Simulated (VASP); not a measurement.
```
CELL_PARAMETERS angstrom
      0.00000     3.21468     3.21468
      3.21468     0.00000     3.21468
      3.21468     3.21468     0.00000
ATOMIC_POSITIONS crystal
  Na 0.00000 0.00000 0.00000
  I  0.50000 0.50000 0.50000
```

These are MS2 meta-GGA, VASP's PBE PAW potentials (set 64) (plane waves; VASP 6.6.1) values and carry that method's errors. Settings: 520 eV cut-off, 8×8×8 Γ-centred mesh, tetrahedra with Blöchl corrections, potentials Na_pv I.

Unless said otherwise, spin-orbit coupling is left out, though it shifts the bands of the heavy elements here.

Task: Estimate the energy per atom (σ→0), band gap (over mesh and band path) with the smallest direct gap where there is one.

Result: 
```json
{
 "band gap (over mesh and band path)": "4.47 eV",
 "smallest direct gap (over mesh and band path)": "4.47 eV",
 "energy per atom (σ→0)": "-2.045 eV/atom"
}
```

Only differences to runs with the same potentials and settings are physical.

The compound is NaI in the rock salt structure. It was relaxed first.
